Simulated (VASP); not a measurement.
These are vdW-DF-cx, VASP's PBE PAW potentials (set 64) (plane waves; VASP) values and carry that method's errors.

Input for VASP

File POSCAR:
```
AlN
1
    0.0000000000     2.1934432306     2.1934432306
    2.1934432306     0.0000000000     2.1934432306
    2.1934432306     2.1934432306     0.0000000000
Al N
1 1
Direct
  0.0000000000   0.0000000000   0.0000000000
  0.2500000000   0.2500000000   0.2500000000
```

File KPOINTS:
```
Regular mesh
0
gamma
10 10 10
```

**INCAR**
```
AGGAC=0.0
SYSTEM=AlN
NELM=100   # most electronic steps
LASPH=.True.   # aspherical one-centre terms
ISMEAR=0
EDIFF=1E-7
LCHARG=.False.
GGA=CX
LREAL=.False.   # projection in real space or not
SIGMA=0.05   # width (eV)
ALGO=Normal   # blocked Davidson
ENCUT=520
LWAVE=.False.
ISIF=2   # forces and stress, cell fixed
LUSE_VDW=.True.
PREC=Accurate
```

POTCAR, in this order: Al N (PBE.64 set). Program: vasp_std.

Output of the run:

**OSZICAR**
```
       N       E                     dE             d eps       ncg     rms          rms(c)
DAV:   1     0.115657389843E+02    0.11566E+02   -0.39985E+03   792   0.820E+02
DAV:   2    -0.143875449000E+02   -0.25953E+02   -0.25097E+02  1040   0.141E+02
DAV:   3    -0.148771435895E+02   -0.48960E+00   -0.48960E+00   848   0.244E+01
DAV:   4    -0.148788839775E+02   -0.17404E-02   -0.17404E-02  1144   0.132E+00
DAV:   5    -0.148788873549E+02   -0.33774E-05   -0.33774E-05   872   0.444E-02    0.850E+00
DAV:   6    -0.126139579128E+02    0.22649E+01   -0.12988E+01   808   0.229E+01    0.298E+00
DAV:   7    -0.125990265644E+02    0.14931E-01   -0.10011E-01   816   0.330E+00    0.203E+00
DAV:   8    -0.125897660731E+02    0.92605E-02   -0.22319E-02   816   0.202E+00    0.415E-01
DAV:   9    -0.125894384000E+02    0.32767E-03   -0.77158E-04  1040   0.234E-01    0.208E-01
DAV:  10    -0.125895244666E+02   -0.86067E-04   -0.19471E-04   776   0.122E-01    0.188E-02
DAV:  11    -0.125895247473E+02   -0.28074E-06   -0.23588E-06  1000   0.149E-02    0.968E-03
DAV:  12    -0.125895250155E+02   -0.26824E-06   -0.51652E-07   816   0.727E-03    0.138E-03
DAV:  13    -0.125895249872E+02    0.28303E-07   -0.89987E-09   472   0.124E-03
   1 F= -.12589525E+02 E0= -.12589525E+02  d E =-.366887E-14
```

### OUTCAR
```
------------------------ aborting loop because EDIFF is reached ----------------------------------------
  FORCE on cell =-STRESS in cart. coord.  units (eV):
  Direction    XX          YY          ZZ          XY          YZ          ZX
  --------------------------------------------------------------------------------------
  Total        0.0003036      0.0003036      0.0003036      0.0000000      0.0000000      0.0000000
  in kB        0.0230458      0.0230458      0.0230458      0.0000000      0.0000000      0.0000000
  external PRESSURE =       0.0230458 kB  Pullay stress =       0.0000000 kB
  volume of cell :       21.11
      direct lattice vectors                 reciprocal lattice vectors
     0.000000000  2.193443231  2.193443231    -0.227952104  0.227952104  0.227952104
     2.193443231  0.000000000  2.193443231     0.227952104 -0.227952104  0.227952104
     2.193443231  2.193443231  0.000000000     0.227952104  0.227952104 -0.227952104
  FREE ENERGIE OF THE ION-ELECTRON SYSTEM (eV)
  ---------------------------------------------------
  free  energy   TOTEN  =       -12.5895249872 eV

  energy  without entropy=      -12.5895249872  energy(sigma->0) =      -12.58952499
```
(Selected blocks of OUTCAR.)

The compound is AlN in the zinc blende structure, a metastable form; wurtzite is the usual one. It was relaxed first.
